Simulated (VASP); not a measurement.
# Cl on Al(100): which site?, part 4 of 6

Where does Cl sit on Al(100), and how strongly does it bind?

VASP 6.6.1, plane waves and PAW; the level of theory is named at each step.

So far. Step 6 (Relaxing the atoms): The run ended after 3 ionic steps, 0.001 eV below its first step, once the forces on the free atoms met EDIFFG = -0.03. Step 6 (Relaxing the atoms): Energy at zero smearing: -3.37438 eV.

### Step 7. Relaxing the adsorbate, site ontop

This step: RPBE; plane waves and PAW (Al, Cl) (VASP 6.6.1).

System of this step: Al16Cl (Al(100)). The cell holds 17 atoms: 16 Al and 1 Cl. Its edges and angles: a = 5.743 Å, b = 5.743 Å, c = 21.091 Å, α = 90.0°, β = 90.0°, γ = 90.0°. It derives from Al. Cl over the ontop site of Al(100). Vacuum lies along c.

The adsorbate starts over a high-symmetry site, and it relaxes with the upper layers within that symmetry.

Contents of INCAR:

```
SYSTEM = Al16Cl
PREC = Normal
ENCUT = 320
EDIFF = 1E-05
NELM = 120
ISMEAR = 1
SIGMA = 0.15
LREAL = Auto
ALGO = Fast
GGA = RP
NBANDS = 44
LORBIT = 11
LWAVE = .FALSE.
LCHARG = .FALSE.
KPAR = 2
NCORE = 2
IBRION = 2
NSW = 50
ISIF = 2
EDIFFG = -0.03
POTIM = 0.4
MAXMIX = 40
IDIPOL = 3
LDIPOL = .TRUE.
DIPOL = 0.5 0.5 0.512
```

Contents of POSCAR:

```
Al16Cl
1.0
    5.7425174396      0.0000000000      0.0000000000
    0.0000000000      5.7425174396      0.0000000000
    0.0000000000      0.0000000000     21.0908595339
Al Cl
16 1
Selective dynamics
Direct
    0.2500000000      0.2500000000      0.3556042800  F F F
    0.7500000000      0.2500000000      0.3556042800  F F F
    0.2500000000      0.7500000000      0.3556042800  F F F
    0.7500000000      0.7500000000      0.3556042800  F F F
    0.0000000000      0.0000000000      0.4518680900  F F F
    0.5000000000      0.0000000000      0.4518680900  F F F
    0.0000000000      0.5000000000      0.4518680900  F F F
    0.5000000000      0.5000000000      0.4518680900  F F F
    0.2500000000      0.2500000000      0.5440875600  T T T
    0.7500000000      0.2500000000      0.5440875600  T T T
    0.2500000000      0.7500000000      0.5440875600  T T T
    0.7500000000      0.7500000000      0.5440875600  T T T
    0.0000000000      0.0000000000      0.6428714400  T T T
    0.5000000000      0.0000000000      0.6428714400  T T T
    0.0000000000      0.5000000000      0.6428714400  T T T
    0.5000000000      0.5000000000      0.6428714400  T T T
    0.0000000000      0.0000000000      0.7329578600  T T T
```

Contents of KPOINTS:

```
Automatic mesh
0
Gamma
4 4 1
0 0 0
```

The projector-augmented-wave data sets are Al and Cl (PBE family, release 64).

On the command line:

```
$ mpirun -np 4 vasp_std
```

What it wrote:

```text
[banner, memory and clock lines left out]
running    4 mpi-ranks, on    1 nodes
 distrk:  each k-point on    2 cores,    2 groups
 distr:  one band on    2 cores,    1 groups

 POSCAR found type information on POSCAR AlCl
 POSCAR found :  2 types and      17 ions
 [... a notice as in an earlier step ...]

 LDA part: xc-table for (Slater+PW92), standard interpolation
 POSCAR, INCAR and KPOINTS ok, starting setup
 FFT: planning ... GRIDC
 FFT: planning ... GRID_SOFT
 FFT: planning ... GRID
 WAVECAR not read
 entering main loop
       N       E                     dE             d eps       ncg     rms          rms(c)
DAV:   1     0.159725753495E+03    0.15973E+03   -0.13344E+04   528   0.620E+02
DAV:   2    -0.376563029022E+02   -0.19738E+03   -0.18758E+03   712   0.137E+02
DAV:   3    -0.569171331027E+02   -0.19261E+02   -0.18700E+02   648   0.391E+01
DAV:   4    -0.576272212657E+02   -0.71009E+00   -0.70775E+00   684   0.925E+00
DAV:   5    -0.576737870901E+02   -0.46566E-01   -0.46558E-01   800   0.231E+00    0.105E+01
RMM:   6    -0.554531948005E+02    0.22206E+01   -0.40239E+00   547   0.296E+00    0.611E+00
RMM:   7    -0.552045494127E+02    0.24865E+00   -0.13147E+00   545   0.282E+00    0.234E+00
RMM:   8    -0.553416988941E+02   -0.13715E+00   -0.36507E-01   587   0.164E+00    0.115E+00
RMM:   9    -0.551952596599E+02    0.14644E+00   -0.69188E-02   618   0.736E-01    0.663E-01
RMM:  10    -0.551734733091E+02    0.21786E-01   -0.24035E-02   545   0.421E-01    0.234E-01
RMM:  11    -0.551675369340E+02    0.59364E-02   -0.10192E-02   558   0.300E-01    0.111E-01
RMM:  12    -0.551642364915E+02    0.33004E-02   -0.70567E-03   554   0.183E-01    0.742E-02
RMM:  13    -0.551623617078E+02    0.18748E-02   -0.18813E-03   542   0.103E-01    0.313E-02
RMM:  14    -0.551622923753E+02    0.69332E-04   -0.62219E-04   540   0.695E-02    0.217E-02
RMM:  15    -0.551623345760E+02   -0.42201E-04   -0.39927E-04   501   0.482E-02    0.134E-02
RMM:  16    -0.551624991904E+02   -0.16461E-03   -0.16212E-04   487   0.328E-02    0.874E-03
RMM:  17    -0.551626717656E+02   -0.17258E-03   -0.55212E-05   455   0.222E-02    0.112E-02
RMM:  18    -0.551628277686E+02   -0.15600E-03   -0.24094E-05   391   0.148E-02    0.333E-03
RMM:  19    -0.551628931064E+02   -0.65338E-04   -0.85929E-06   362   0.968E-03    0.241E-03
RMM:  20    -0.551629665990E+02   -0.73493E-04   -0.61806E-06   342   0.730E-03    0.144E-03
RMM:  21    -0.551629886672E+02   -0.22068E-04   -0.25534E-06   292   0.502E-03    0.997E-04
RMM:  22    -0.551629969174E+02   -0.82502E-05   -0.10318E-06   243   0.394E-03
   1 F= -.55162997E+02 E0= -.55162322E+02  d E =-.551630E+02
 curvature:   0.00 expect dE= 0.000E+00 dE for cont linesearch  0.000E+00
 trial: gam= 0.00000 g(F)=  0.278E+01 g(S)=  0.000E+00 ort = 0.000E+00 (trialstep = 0.100E+01)
 search vector abs. value=  0.278E+01
 bond charge predicted
       N       E                     dE             d eps       ncg     rms          rms(c)
DAV:   1    -0.552258579587E+02   -0.62869E-01   -0.13774E+02   544   0.318E+01    0.751E+00
RMM:   2    -0.573464155550E+02   -0.21206E+01   -0.11222E+01   546   0.966E+00    0.740E+00
RMM:   3    -0.559745850782E+02    0.13718E+01   -0.25311E+00   563   0.520E+00    0.387E+00
RMM:   4    -0.557385842588E+02    0.23600E+00   -0.10509E+00   564   0.281E+00    0.195E+00
RMM:   5    -0.557348346699E+02    0.37496E-02   -0.26589E-01   580   0.145E+00    0.927E-01
RMM:   6    -0.557387122285E+02   -0.38776E-02   -0.88689E-02   623   0.831E-01    0.491E-01
RMM:   7    -0.557407734326E+02   -0.20612E-02   -0.18822E-02   589   0.394E-01    0.240E-01
RMM:   8    -0.557399403361E+02    0.83310E-03   -0.36641E-03   570   0.208E-01    0.169E-01
RMM:   9    -0.557391406671E+02    0.79967E-03   -0.25003E-03   578   0.128E-01    0.149E-01
RMM:  10    -0.557393069814E+02   -0.16631E-03   -0.65408E-04   554   0.760E-02    0.641E-02
RMM:  11    -0.557394737544E+02   -0.16677E-03   -0.52111E-04   520   0.618E-02    0.361E-02
RMM:  12    -0.557395574433E+02   -0.83689E-04   -0.18208E-04   513   0.393E-02    0.391E-02
RMM:  13    -0.557395655650E+02   -0.81217E-05   -0.10902E-05   362   0.130E-02
   2 F= -.55739566E+02 E0= -.55739373E+02  d E =-.576569E+00
[... from here on, the cycles between the ionic steps are left out ...]
   3 F= -.55863368E+02 E0= -.55862880E+02  d E =-.700371E+00
   4 F= -.55863911E+02 E0= -.55863452E+02  d E =-.700914E+00
   5 F= -.55864049E+02 E0= -.55863577E+02  d E =-.701052E+00
   6 F= -.55873162E+02 E0= -.55872490E+02  d E =-.911295E-02
   7 F= -.55890740E+02 E0= -.55889491E+02  d E =-.266909E-01
   8 F= -.55883895E+02 E0= -.55881640E+02  d E =-.198462E-01
   9 F= -.55895022E+02 E0= -.55893346E+02  d E =-.309728E-01
  10 F= -.55906107E+02 E0= -.55904421E+02  d E =-.110854E-01
  11 F= -.55924762E+02 E0= -.55922909E+02  d E =-.297401E-01
  12 F= -.55925807E+02 E0= -.55923825E+02  d E =-.307856E-01
  13 F= -.55928538E+02 E0= -.55926318E+02  d E =-.273090E-02
  14 F= -.55928579E+02 E0= -.55926391E+02  d E =-.277136E-02
  15 F= -.55930829E+02 E0= -.55928545E+02  d E =-.225070E-02
  16 F= -.55932712E+02 E0= -.55930141E+02  d E =-.413330E-02
  17 F= -.55933589E+02 E0= -.55931003E+02  d E =-.876795E-03
  18 F= -.55933333E+02 E0= -.55930760E+02  d E =-.620556E-03
  19 F= -.55934032E+02 E0= -.55931349E+02  d E =-.699068E-03
  20 F= -.55934044E+02 E0= -.55931349E+02  d E =-.711522E-03
 curvature:  -2.04 expect dE=-0.163E-03 dE for cont linesearch -0.519E-08
 trial: gam=-0.03998 g(F)=  0.796E-04 g(S)=  0.000E+00 ort = 0.174E-05 (trialstep = 0.208E+01)
 search vector abs. value=  0.814E-04
 bond charge predicted
       N       E                     dE             d eps       ncg     rms          rms(c)
DAV:   1    -0.559341188089E+02   -0.70540E-04   -0.38561E-03   556   0.200E-01    0.710E-02
RMM:   2    -0.559341341464E+02   -0.15337E-04   -0.26998E-04   580   0.560E-02    0.614E-02
RMM:   3    -0.559341272566E+02    0.68898E-05   -0.10490E-04   428   0.313E-02    0.524E-02
RMM:   4    -0.559341465388E+02   -0.19282E-04   -0.53169E-05   384   0.194E-02    0.331E-02
RMM:   5    -0.559341518129E+02   -0.52741E-05   -0.11166E-05   298   0.116E-02
  21 F= -.55934152E+02 E0= -.55931419E+02  d E =-.107773E-03
 trial-energy change:   -0.000108  1 .order   -0.000102   -0.000166   -0.000038
 step:   2.7066(harm=  2.7066)  dis= 0.00272  next Energy=   -55.934152 (dE=-0.108E-03)
 reached required accuracy - stopping structural energy minimisation
```

The job ended after 7 min (4 MPI ranks of AMD EPYC 7R43, shared host; peak memory 0.73 GiB).

OUTCAR, selected parts (step 7):

```text
   k-points           NKPTS =      6   k-points in BZ     NKDIM =      6   number of bands    NBANDS=     44

   NELECT =      55.0000    total number of electrons

 dipolmoment           0.000000      0.000000      0.187948 electrons x Angstroem

 E-fermi :   0.5348

 k-point     1 :       0.0000    0.0000    0.0000
  band No.  band energies     occupation
    ...
     23      -0.9921      2.00000
     24      -0.6646      2.00000
     25      -0.6338      2.00000
     26      -0.6338      2.00000
     27      -0.6150      2.00000
     28       0.5858      0.45976
     29       0.6814     -0.04517
     30       0.6814     -0.04517
     31       0.8197     -0.02185
     32       0.8286     -0.01825
    ...

  Total       -3.6222117     -3.6222117      1.0151850      0.0000000      0.0000000     -0.0000000
  in kB       -8.3442149     -8.3442149      2.3386049      0.0000000      0.0000000     -0.0000000
  external PRESSURE =      -4.7832750 kB  Pullay stress =       0.0000000 kB

 POSITION                                       TOTAL-FORCE (eV/Angst)
 -----------------------------------------------------------------------------------
      1.43563      1.43563      7.50000         0.000502      0.000502     -0.138149
      4.30689      1.43563      7.50000        -0.000502      0.000502     -0.138149
      1.43563      4.30689      7.50000         0.000502     -0.000502     -0.138149
      4.30689      4.30689      7.50000        -0.000502     -0.000502     -0.138149
      0.00000      0.00000      9.53029         0.000000     -0.000000      0.251911
      2.87126      0.00000      9.53029         0.000000      0.000000      0.095469
      0.00000      2.87126      9.53029         0.000000      0.000000      0.095469
      2.87126      2.87126      9.53029         0.000000      0.000000      0.099034
      1.43927      1.43927     11.49695        -0.003115     -0.003115     -0.003496
      4.30325      1.43927     11.49695         0.003115     -0.003115     -0.003496
      1.43927      4.30325     11.49695        -0.003115      0.003115     -0.003496
      4.30325      4.30325     11.49695         0.003115      0.003115     -0.003496
      0.00000      0.00000     13.65269         0.000000     -0.000000      0.005353
      2.87126      0.00000     13.49463         0.000000      0.000000      0.001989
      0.00000      2.87126     13.49463         0.000000      0.000000      0.001989
      2.87126      2.87126     13.58971         0.000000      0.000000      0.004496
      0.00000      0.00000     15.84060         0.000000     -0.000000      0.010873
 -----------------------------------------------------------------------------------
    total drift:                                0.000000     -0.000000     -0.020110

  FREE ENERGIE OF THE ION-ELECTRON SYSTEM (eV)
  ---------------------------------------------------
  free  energy   TOTEN  =       -55.9341518129 eV

  energy  without entropy=      -55.9259543651  energy(sigma->0) =      -55.93141933

 vacuum level on the upper side and lower side of the slab         5.473         4.443

[... 8 parts as in an earlier step ...]

[... 9 further parts left out ...]
```

Step by step:

| step | energy less that of the first step (eV) | largest force (eV/Å) |
| --- | --- | --- |
| 1 | 0.0000 | 6.1670 |
| 2 | -0.5766 | 1.6297 |
| 3 | -0.7004 | 0.3679 |
| 4 | -0.7009 | 0.3410 |
| 5 | -0.7011 | 0.2723 |
| 6 | -0.7102 | 0.2561 |
| 7 | -0.7277 | 0.2226 |
| 8 | -0.7209 | 0.3506 |
| 9 | -0.7320 | 0.1640 |
| 10 | -0.7431 | 0.1352 |
| 11 | -0.7618 | 0.1405 |
| 12 | -0.7628 | 0.1450 |
| 13 | -0.7655 | 0.2063 |
| 14 | -0.7656 | 0.1892 |
| 15 | -0.7678 | 0.1484 |
| 16 | -0.7697 | 0.0831 |
| 17 | -0.7706 | 0.0770 |
| 18 | -0.7703 | 0.1065 |
| 19 | -0.7710 | 0.0401 |
| 20 | -0.7710 | 0.0304 |
| 21 | -0.7712 | 0.0109 |

The atoms that moved most (Å):

| atom | dx | dy | dz | length |
| --- | --- | --- | --- | --- |
| Cl17 | 0.000 | 0.000 | 0.382 | 0.382 |
| Al13 | 0.000 | 0.000 | 0.094 | 0.094 |
| Al15 | 0.000 | 0.000 | -0.064 | 0.064 |
| Al14 | 0.000 | 0.000 | -0.064 | 0.064 |
| Al16 | 0.000 | 0.000 | 0.031 | 0.031 |
| Al9 | 0.004 | 0.004 | 0.022 | 0.022 |
| Al11 | 0.004 | -0.004 | 0.022 | 0.022 |
| Al10 | -0.004 | 0.004 | 0.022 | 0.022 |

The relaxed structure:

```
Al Cl
1.0
     5.74252    0.00000    0.00000
     0.00000    5.74252    0.00000
     0.00000    0.00000   21.09086
Al Cl
16 1
Direct
  0.25000 0.25000 0.35560
  0.75000 0.25000 0.35560
  0.25000 0.75000 0.35560
  0.75000 0.75000 0.35560
  0.00000 0.00000 0.45187
  0.50000 0.00000 0.45187
  0.00000 0.50000 0.45187
  0.50000 0.50000 0.45187
  0.25063 0.25063 0.54512
  0.74937 0.25063 0.54512
  0.25063 0.74937 0.54512
  0.74937 0.74937 0.54512
  0.00000 0.00000 0.64733
  0.50000 0.00000 0.63983
  0.00000 0.50000 0.63983
  0.50000 0.50000 0.64434
  0.00000 0.00000 0.75106
```

Numbers from this step:

```
electronic cycles       : 177
electrons               : 55
free energy (TOTEN)     : -55.9342 eV
energy at zero smearing : -55.9314 eV
Fermi energy            : 0.5348 eV
dipole moment           : 0, 0, 0.1879 e·Å
```

The run ended after 21 ionic steps, 0.771 eV below its first step, once the forces on the free atoms met EDIFFG = -0.03.

VASP counts the dipole in electrons times Å, so a positive number points the physical dipole along −c.

[end of part 4 of 6]

[Lines on the potential files, build, host, timing and source positions are cut from VASP's logs without a mark.]

[Logs are printed without paths, hosts, clocks, repeated set-up lines and the standing remarks that a program may print on its own settings, such as how far it seeks lower states.]

[Hosts, paths, dates, database ids (printed as entryN), source tags and the programs' standing remarks are cut or masked in the printed files.]

[Runs that stopped without an error message from VASP are left out.]
